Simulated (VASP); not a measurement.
Input:

```xyz
4
Lattice="4.6102 0.0000 0.0000 0.0000 3.0574 0.0000 0.0000 0.0000 4.8497" Properties=species:S:1:pos:R:3 pbc="T T T"
Mg     3.4577     1.5287     0.9554
Mg     1.1526     1.5287     3.8943
Zn     3.4577     3.0574     3.2982
Zn     1.1526     3.0574     1.5516
```

Method: PBEsol GGA, VASP's PBE PAW potentials (set 64) (plane waves; VASP). Numerical set-up: 400 eV cut-off, 8×11×7 Γ-centred mesh, tetrahedra with Blöchl corrections, potentials Mg Zn.

The cores are frozen, which limits the accuracy of field gradients.

**Question.** Give the principal components of the electric field gradient (V/Å²) and the asymmetry η at each nucleus.

**Answer.** 
| atom | Vxx | Vyy | Vzz | η |
|---|---|---|---|---|
| Mg1 | 0.2 | 0.1 | -0.4 | - |
| Mg2 | 0.2 | 0.1 | -0.4 | - |
| Zn3 | -8.4 | -6.8 | 15.2 | 0.10 |
| Zn4 | -8.4 | -6.8 | 15.2 | 0.10 |

The structure comes from a computed database's MgZn entry (Pmma); how it stands against other phases isn't given here. It was relaxed first.
